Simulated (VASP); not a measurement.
# A VASP study of HfB2 (PBEsol): structure first, properties next, part 2 of 4

Wanted: the relaxed cell of HfB2 and its properties. The start is a cell from a database of measured crystal structures.

VASP 6.6.1; PBEsol; plane waves and PAW (Hf_pv, B).

Still holding for the runs below: The k-mesh is coarse for a metal.

So far. Step 2 (Full relaxation (PBEsol)): It ends with forces that vanish by symmetry and a pressure of -0.01 GPa. The volume lies -1.8 % from that of the database's start, which holds the thermal and zero-point expansion of its experiment. Step 3 (Second relaxation): It ends with forces that vanish by symmetry and a pressure of 0.00 GPa. The volume moved by under 0.01 %: the run met its threshold at the first step.

**4. Single point with fields (PBEsol)**

The relaxed cell gets a fresh self-consistent run, on a basis set for its own volume, to fix the density and to check the remaining stress.

INCAR reads:

```
SYSTEM = HfB2
PREC = Accurate
ENCUT = 420
EDIFF = 1E-06
NELM = 100
ISMEAR = 0
SIGMA = 0.05
LREAL = .FALSE.
ALGO = Normal
GGA = PS
NBANDS = 14
LASPH = .TRUE.
LORBIT = 11
LWAVE = .FALSE.
LCHARG = .TRUE.
ISIF = 2
LELF = .TRUE.
LVHAR = .TRUE.
```

POSCAR reads:

```
HfB2
1.0
    3.1277317969      0.0000000000      0.0000000000
   -1.5638658985      2.7086951924      0.0000000000
    0.0000000000      0.0000000000      3.4458984043
Hf B
1 2
Direct
    0.0000000000      0.0000000000      0.0000000000
    0.3333333333      0.6666666667      0.5000000000
    0.6666666667      0.3333333333      0.5000000000
```

KPOINTS reads:

```
Automatic mesh
0
Gamma
7 7 6
0 0 0
```

The projector-augmented-wave data sets are Hf_pv and B (PBE family, release 64).

Launch:

```console
mpirun -np 2 vasp_std
```

Output:

```text
[banner, memory and clock lines left out]
running    2 mpi-ranks, on    1 nodes
 distrk:  each k-point on    2 cores,    1 groups
 distr:  one band on    1 cores,    2 groups

 POSCAR found type information on POSCAR HfB
 POSCAR found :  2 types and       3 ions
 [... a notice as in an earlier step ...]

 LDA part: xc-table for (Slater+PW92), standard interpolation
 POSCAR, INCAR and KPOINTS ok, starting setup
 FFT: planning ... GRIDC
 FFT: planning ... GRID_SOFT
 FFT: planning ... GRID
 WAVECAR not read
 entering main loop
       N       E                     dE             d eps       ncg     rms          rms(c)
[... 1 cycle as in an earlier step ...]
DAV:   2    -0.285875243091E+02   -0.50874E+02   -0.47642E+02  1162   0.207E+02
DAV:   3    -0.300497303726E+02   -0.14622E+01   -0.14551E+01  1196   0.266E+01
DAV:   4    -0.300562092425E+02   -0.64789E-02   -0.64783E-02  1046   0.218E+00
DAV:   5    -0.300562499778E+02   -0.40735E-04   -0.40735E-04  1214   0.150E-01    0.553E+01
DAV:   6    -0.279815292454E+02    0.20747E+01   -0.31571E+00  1034   0.123E+01    0.399E+01
[... 1 cycle as in an earlier step ...]
DAV:   8    -0.278619607301E+02    0.71178E-01   -0.31895E-01  1064   0.410E+00    0.161E+00
[... 1 cycle as in an earlier step ...]
DAV:  10    -0.278577497674E+02    0.18338E-03   -0.85203E-04  1058   0.241E-01    0.256E-01
DAV:  11    -0.278577554445E+02   -0.56771E-05   -0.55807E-05  1094   0.568E-02    0.720E-02
DAV:  12    -0.278577533422E+02    0.21023E-05   -0.45078E-06  1058   0.165E-02    0.226E-02
DAV:  13    -0.278577534773E+02   -0.13508E-06   -0.18239E-07   472   0.370E-03
   1 F= -.27857753E+02 E0= -.27857466E+02  d E =-.575899E-03
```

Run time: 3.6 s. Hardware: 2 MPI ranks of AMD EPYC 9R45, shared host; peak memory 0.19 GiB; 5.9 s of CPU time.

OUTCAR, selected parts (step 4):

```text
The static configuration has the point symmetry D_6h.

 Found     32 irreducible k-points:

   NELECT =      16.0000    total number of electrons

 E-fermi :   7.5038

  Total       -0.0027674     -0.0027674      0.0034927      0.0000000      0.0000000      0.0000000
  in kB       -0.1518750     -0.1518750      0.1916837      0.0000000      0.0000000      0.0000000
  external PRESSURE =      -0.0373554 kB  Pullay stress =       0.0000000 kB

 POSITION                                       TOTAL-FORCE (eV/Angst)
 -----------------------------------------------------------------------------------
      0.00000      0.00000      0.00000         0.000000      0.000000     -0.000000
     -0.00000      1.80580      1.72295         0.000000      0.000000      0.000000
      1.56387      0.90290      1.72295        -0.000000     -0.000000     -0.000000
 -----------------------------------------------------------------------------------
    total drift:                               -0.000000      0.000000      0.000000

[... 18 parts as in an earlier step ...]
```

This step gave:

* SCF cycles: 13

Valence electrons inside each PAW sphere by angular momentum. Sphere charges, by row:

| atom | s (e) | p (e) | d (e) | tot (e) |
| --- | --- | --- | --- | --- |
| Hf1 | 0.304 | 6.61 | 1.886 | 8.8 |
| B2 | 0.664 | 1.283 | 0 | 1.948 |
| B3 | 0.664 | 1.283 | 0 | 1.948 |

Valence density in the ab plane at fractional z = 0.500, with atoms of B within 0.2 Å of it. It is the smooth field of the valence electrons, not physical close to the nuclei.

Values in e/Å³, 16 rows by 16 columns:
```
0.18 0.20 0.24 0.30 0.40 0.53 0.67 0.76 0.76 0.67 0.53 0.40 0.30 0.24 0.20 0.18
0.21 0.24 0.29 0.38 0.51 0.65 0.76 0.80 0.76 0.65 0.51 0.38 0.29 0.24 0.21 0.20
0.26 0.30 0.38 0.50 0.63 0.72 0.74 0.74 0.72 0.63 0.50 0.38 0.30 0.26 0.24 0.24
0.34 0.40 0.51 0.63 0.68 0.60 0.52 0.60 0.68 0.63 0.51 0.40 0.34 0.30 0.29 0.30
0.45 0.53 0.65 0.72 0.60 0.37 0.37 0.60 0.72 0.65 0.53 0.45 0.40 0.38 0.38 0.40
0.59 0.67 0.76 0.74 0.52 0.37 0.52 0.74 0.76 0.67 0.59 0.53 0.51 0.50 0.51 0.53
0.70 0.76 0.80 0.74 0.60 0.60 0.74 0.80 0.76 0.70 0.67 0.65 0.63 0.63 0.65 0.67
0.75 0.76 0.76 0.72 0.68 0.72 0.76 0.76 0.75 0.76 0.76 0.72 0.68 0.72 0.76 0.76
0.70 0.67 0.65 0.63 0.63 0.65 0.67 0.70 0.76 0.80 0.74 0.60 0.60 0.74 0.80 0.76
0.59 0.53 0.51 0.50 0.51 0.53 0.59 0.67 0.76 0.74 0.52 0.37 0.52 0.74 0.76 0.67
0.45 0.40 0.38 0.38 0.40 0.45 0.53 0.65 0.72 0.60 0.37 0.37 0.60 0.72 0.65 0.53
0.34 0.30 0.29 0.30 0.34 0.40 0.51 0.63 0.68 0.60 0.52 0.60 0.68 0.63 0.51 0.40
0.26 0.24 0.24 0.26 0.30 0.38 0.50 0.63 0.72 0.74 0.74 0.72 0.63 0.50 0.38 0.30
0.21 0.20 0.21 0.24 0.29 0.38 0.51 0.65 0.76 0.80 0.76 0.65 0.51 0.38 0.29 0.24
0.18 0.18 0.20 0.24 0.30 0.40 0.53 0.67 0.76 0.76 0.67 0.53 0.40 0.30 0.24 0.20
0.17 0.18 0.21 0.26 0.34 0.45 0.59 0.70 0.75 0.70 0.59 0.45 0.34 0.26 0.21 0.18
```
Columns run along a (3.1 Å), rows up along b (3.1 Å). Atoms in or near the plane, at fractional coordinates: B at (0.33, 0.67), B at (0.67, 0.33).

ELF in the ab plane at fractional z = 0.500, with atoms of B within 0.2 Å of it. It is the smooth field of the valence electrons, not physical close to the nuclei.

Values, 16 rows by 16 columns:
```
0.21 0.25 0.33 0.46 0.60 0.71 0.78 0.82 0.82 0.78 0.71 0.60 0.46 0.33 0.25 0.21
0.27 0.33 0.43 0.54 0.61 0.65 0.67 0.67 0.67 0.65 0.61 0.54 0.43 0.33 0.27 0.25
0.38 0.46 0.54 0.56 0.52 0.42 0.33 0.33 0.42 0.52 0.56 0.54 0.46 0.38 0.33 0.33
0.53 0.60 0.61 0.52 0.30 0.10 0.05 0.10 0.30 0.52 0.61 0.60 0.53 0.46 0.43 0.46
0.67 0.71 0.65 0.42 0.10 0.01 0.01 0.10 0.42 0.65 0.71 0.67 0.60 0.54 0.54 0.60
0.78 0.78 0.67 0.33 0.05 0.01 0.04 0.33 0.67 0.78 0.78 0.71 0.61 0.56 0.61 0.71
0.84 0.82 0.67 0.33 0.10 0.10 0.33 0.67 0.82 0.84 0.78 0.65 0.52 0.52 0.65 0.78
0.86 0.82 0.67 0.42 0.30 0.42 0.67 0.82 0.86 0.82 0.67 0.42 0.30 0.42 0.67 0.82
0.84 0.78 0.65 0.52 0.52 0.65 0.78 0.84 0.82 0.67 0.33 0.10 0.10 0.33 0.67 0.82
0.78 0.71 0.61 0.56 0.61 0.71 0.78 0.78 0.67 0.33 0.04 0.01 0.05 0.33 0.67 0.78
0.67 0.60 0.54 0.54 0.60 0.67 0.71 0.65 0.42 0.10 0.01 0.01 0.10 0.42 0.65 0.71
0.53 0.46 0.43 0.46 0.53 0.60 0.61 0.52 0.30 0.10 0.05 0.10 0.30 0.52 0.61 0.60
0.38 0.33 0.33 0.38 0.46 0.54 0.56 0.52 0.42 0.33 0.33 0.42 0.52 0.56 0.54 0.46
0.27 0.25 0.27 0.33 0.43 0.54 0.61 0.65 0.67 0.67 0.67 0.65 0.61 0.54 0.43 0.33
0.21 0.21 0.25 0.33 0.46 0.60 0.71 0.78 0.82 0.82 0.78 0.71 0.60 0.46 0.33 0.25
0.19 0.21 0.27 0.38 0.53 0.67 0.78 0.84 0.86 0.84 0.78 0.67 0.53 0.38 0.27 0.21
```
Columns run along a (3.1 Å), rows up along b (3.1 Å). Atoms in or near the plane, at fractional coordinates: B at (0.33, 0.67), B at (0.67, 0.33).

Electrostatic potential energy in the ab plane at fractional z = 0.500, with atoms of B within 0.2 Å of it. With pseudopotentials it is smooth inside the atoms' cores, unlike the true potential.

Ten even steps from '0' (-32 eV) to '9' (0 eV):
```
9999987667899999
9999842115899999
9997300002799999
9983059503899999
9840599504899999
8720999027888788
8610550168743257
8610002686200016
8752347861055016
8887888720999027
9999998405995048
9999998305950389
9999997200003799
9999998511248999
9999998766789999
9999998888899999
```
Columns run along a (3.1 Å; values clipped at the 3rd and 97th percentile), rows up along b (3.1 Å). Atoms in or near the plane, at fractional coordinates: B at (0.33, 0.67), B at (0.67, 0.33).

In this run the pressure is 0.00 GPa, small enough to go on.

**5. Band structure (PBEsol)**

The mesh alone shows little of the dispersion and can miss band extrema, so KPOINTS_OPT adds a path through the symmetry points after the self-consistent cycle.

INCAR reads:

```
SYSTEM = HfB2
PREC = Accurate
ENCUT = 420
EDIFF = 1E-06
NELM = 100
ISMEAR = 0
SIGMA = 0.05
LREAL = .FALSE.
ALGO = Normal
GGA = PS
NBANDS = 21
LASPH = .TRUE.
LORBIT = 11
LWAVE = .FALSE.
LCHARG = .FALSE.
KPAR = 2
```

POSCAR is that of step 4.

KPOINTS is that of step 4.

KPOINTS_OPT reads:

```
Line mode
16
Line-mode
Reciprocal
  0.00000000   0.00000000   0.00000000 GAMMA
  0.50000000   0.00000000   0.00000000 M

  0.50000000   0.00000000   0.00000000 M
  0.33333333   0.33333333   0.00000000 K

  0.33333333   0.33333333   0.00000000 K
  0.00000000   0.00000000   0.00000000 GAMMA

  0.00000000   0.00000000   0.00000000 GAMMA
  0.00000000   0.00000000   0.50000000 A

  0.00000000   0.00000000   0.50000000 A
  0.50000000   0.00000000   0.50000000 L

  0.50000000   0.00000000   0.50000000 L
  0.33333333   0.33333333   0.50000000 H

  0.33333333   0.33333333   0.50000000 H
  0.00000000   0.00000000   0.50000000 A

  0.50000000   0.00000000   0.50000000 L
  0.50000000   0.00000000   0.00000000 M

  0.33333333   0.33333333   0.00000000 K
  0.33333333   0.33333333   0.50000000 H
```

Launch:

```console
mpirun -np 2 vasp_std
```

Output:

```text
[... set-up lines as in an earlier step ...]
 entering main loop
       N       E                     dE             d eps       ncg     rms          rms(c)
DAV:   1     0.283888847254E+02    0.28389E+02   -0.62372E+03  1344   0.607E+02
DAV:   2    -0.286809823147E+02   -0.57070E+02   -0.53759E+02  1648   0.174E+02
DAV:   3    -0.300532223845E+02   -0.13722E+01   -0.13624E+01  1574   0.195E+01
DAV:   4    -0.300562441969E+02   -0.30218E-02   -0.30216E-02  1467   0.106E+00
DAV:   5    -0.300562503950E+02   -0.61981E-05   -0.61980E-05  1570   0.438E-02    0.553E+01
DAV:   6    -0.279841470650E+02    0.20721E+01   -0.86769E-01  1404   0.818E+00    0.397E+01
DAV:   7    -0.279340537987E+02    0.50093E-01   -0.50703E-01  1514   0.516E+00    0.106E+01
DAV:   8    -0.278620582538E+02    0.71996E-01   -0.10654E-01  1419   0.273E+00    0.126E+00
DAV:   9    -0.278580987657E+02    0.39595E-02   -0.11162E-02  1424   0.826E-01    0.311E-01
DAV:  10    -0.278577488920E+02    0.34987E-03   -0.56971E-04  1494   0.190E-01    0.193E-01
DAV:  11    -0.278577555497E+02   -0.66576E-05   -0.72538E-05  1479   0.483E-02    0.857E-02
DAV:  12    -0.278577534837E+02    0.20659E-05   -0.30278E-06  1469   0.114E-02    0.115E-02
DAV:  13    -0.278577535034E+02   -0.19667E-07   -0.13477E-07   732   0.237E-03
   1 F= -.27857754E+02 E0= -.27857466E+02  d E =-.575899E-03
 Start KPOINTS_OPT (optional k-point list driver)
k-point batch [1-32\144]
       N       E                     dE             ncg
DAV:   1    -0.176190864886E+04   -0.15352E+05     1344
DAV:   2    -0.365297502518E+04   -0.18911E+04     1649
DAV:   3    -0.370336422279E+04   -0.50389E+02     1634
DAV:   4    -0.370347936077E+04   -0.11514E+00     1444
DAV:   5    -0.370347961933E+04   -0.25857E-03     1557
DAV:   6    -0.370347962019E+04   -0.85506E-06     1300
[...]
k-point batch [129-144\144]
       N       E                     dE             ncg
DAV:   1     0.887374226271E+04   -0.11203E+05      680
DAV:   2     0.796006150182E+04   -0.91368E+03      823
DAV:   3     0.793624479871E+04   -0.23817E+02      773
DAV:   4     0.793619427159E+04   -0.50527E-01      737
DAV:   5     0.793619415665E+04   -0.11494E-03      732
DAV:   6     0.793619415625E+04   -0.39848E-06      610
```

Run time: 9.6 s. Hardware: 2 MPI ranks; peak memory 0.25 GiB; 17 s of CPU time.

OUTCAR, selected parts (step 5):

```text
   k-points           NKPTS =     32   k-points in BZ     NKDIM =     32   number of bands    NBANDS=     21

   NELECT =      16.0000    total number of electrons

 E-fermi :   7.5038

 k-point     1 :       0.0000    0.0000    0.0000
  band No.  band energies     occupation
    ...
      4      -6.1316      2.00000
      5       4.6352      2.00000
      6       4.7219      2.00000
      7       4.7219      2.00000
      8       4.9967      2.00000
      9      11.7706      0.00000
     10      11.7706      0.00000
     11      12.5054      0.00000
     12      12.5054      0.00000
     13      12.7213      0.00000
    ...

  Total       -0.0029759     -0.0029759      0.0038459      0.0000000      0.0000000      0.0000000
  in kB       -0.1633186     -0.1633186      0.2110669      0.0000000      0.0000000      0.0000000
  external PRESSURE =      -0.0385235 kB  Pullay stress =       0.0000000 kB

 POSITION                                       TOTAL-FORCE (eV/Angst)
 -----------------------------------------------------------------------------------
      0.00000      0.00000      0.00000        -0.000000     -0.000000      0.000000
     -0.00000      1.80580      1.72295         0.000000      0.000000      0.000000
      1.56387      0.90290      1.72295         0.000000      0.000000      0.000000
 -----------------------------------------------------------------------------------
    total drift:                               -0.000000      0.000000      0.000000

  FREE ENERGIE OF THE ION-ELECTRON SYSTEM (eV)
  ---------------------------------------------------
  free  energy   TOTEN  =       -27.8577535034 eV

  energy  without entropy=      -27.8571776047  energy(sigma->0) =      -27.85746555

[... 10 parts as in an earlier step ...]

[... 6 further parts left out ...]
```

Spin-orbit coupling is off here; with elements this heavy it splits and shifts levels by tenths of an eV or more.

Numbers from this step:

```
bands    : 21
pressure : -0.003852 GPa
```

Electronic bands along the path, in eV, zero at the Fermi level; # counts the bands kept, so #1 is VASP's band 4:

| point | #2 | #3 | #4 | #5 | #6 | #7 | #8 | #9 |
| --- | --- | --- | --- | --- | --- | --- | --- | --- |
| Γ | -2.87 | -2.78 | -2.78 | -2.51 | 4.27 | 4.27 | 5.00 | 5.00 |
| 0.53 of the way | -5.69 | -3.44 | -2.96 | -2.14 | 2.39 | 3.48 | 3.84 | 4.28 |
| M | -8.82 | -3.97 | -3.26 | -2.77 | 2.38 | 2.95 | 5.92 | 5.98 |
| 0.47 of the way | -8.67 | -5.28 | -3.63 | -0.77 | -0.20 | 3.78 | 5.31 | 6.16 |
| K | -8.09 | -7.67 | -2.42 | -2.42 | 1.95 | 1.95 | 3.61 | 9.79 |
| 0.53 of the way | -5.42 | -3.86 | -3.39 | -1.38 | 1.95 | 2.11 | 4.35 | 6.24 |
| Γ | -2.87 | -2.78 | -2.78 | -2.51 | 4.27 | 4.27 | 5.00 | 5.00 |
| 0.47 of the way | -5.74 | -2.24 | -2.24 | 0.17 | 1.68 | 1.68 | 3.39 | 3.39 |
| A | -8.25 | -1.01 | -1.01 | 0.42 | 0.42 | 1.18 | 1.18 | 2.55 |
| 0.47 of the way | -6.66 | -4.66 | -3.57 | -1.42 | 2.83 | 2.84 | 3.42 | 4.35 |
| L | -7.29 | -4.87 | -4.60 | -2.44 | 4.29 | 4.50 | 6.55 | 7.66 |
| 0.53 of the way | -7.90 | -5.14 | -3.86 | -2.67 | 4.71 | 5.80 | 6.84 | 6.88 |
| H | -9.00 | -5.30 | -2.98 | -2.98 | 4.79 | 5.65 | 7.33 | 7.33 |
| 0.53 of the way | -6.17 | -5.20 | -4.06 | -1.82 | 3.07 | 3.87 | 3.96 | 4.49 |
| A | -8.25 | -1.01 | -1.01 | 0.42 | 0.42 | 1.18 | 1.18 | 2.55 |
| jump to L | -7.29 | -4.87 | -4.60 | -2.44 | 4.29 | 4.50 | 6.55 | 7.66 |
| 0.47 of the way | -8.62 | -4.26 | -3.25 | -3.02 | 1.66 | 5.20 | 6.27 | 7.20 |
| M | -8.82 | -3.97 | -3.26 | -2.77 | 2.38 | 2.95 | 5.92 | 5.98 |
| jump to K | -8.09 | -7.67 | -2.42 | -2.42 | 1.95 | 1.95 | 3.61 | 9.79 |
| 0.47 of the way | -8.52 | -6.74 | -2.79 | -2.79 | 3.95 | 3.95 | 4.23 | 7.80 |
| H | -9.00 | -5.30 | -2.98 | -2.98 | 4.79 | 5.65 | 7.33 | 7.33 |

Of the projections kept (Hf, B), the largest for each band there; the rest of the weight can lie on other orbitals:

| point | #2 | #3 | #4 | #5 | #6 | #7 | #8 | #9 |
| --- | --- | --- | --- | --- | --- | --- | --- | --- |
| Γ | Hf 0.97 | B 0.62 | B 0.62 | B 0.65 | Hf 1.00 | Hf 1.00 | Hf 0.67 | Hf 0.67 |
| M | B 0.78 | Hf 0.57 | B 0.87 | Hf 0.87 | B 0.81 | Hf 1.00 | Hf 0.73 | Hf 0.94 |
| K | B 0.75 | B 0.63 | Hf 0.59 | Hf 0.59 | Hf 0.78 | Hf 0.78 | Hf 0.85 | Hf 0.61 |
| Γ | Hf 0.97 | B 0.62 | B 0.62 | B 0.65 | Hf 1.00 | Hf 1.00 | Hf 0.67 | Hf 0.67 |
| A | Hf 0.60 | B 1.00 | B 1.00 | Hf 0.76 | Hf 0.76 | Hf 1.00 | Hf 1.00 | Hf 0.87 |
| L | B 0.78 | B 0.69 | Hf 0.74 | Hf 0.56 | B 0.71 | Hf 0.96 | Hf 1.00 | Hf 0.77 |

There is no gap at this level.

(Part 2 of 4 ends here.)

[Lines on the potential files, build, host, timing and source positions are cut from VASP's logs without a mark.]

[Logs are printed without paths, hosts, clocks, repeated set-up lines and the standing remarks that a program may print on its own settings, such as how far it seeks lower states.]

[Hosts, paths, dates, database ids (printed as entryN), source tags and the programs' standing remarks are cut or masked in the printed files.]

[A measured line is paired with the nearest computed mode of its activity, which favours agreement.]
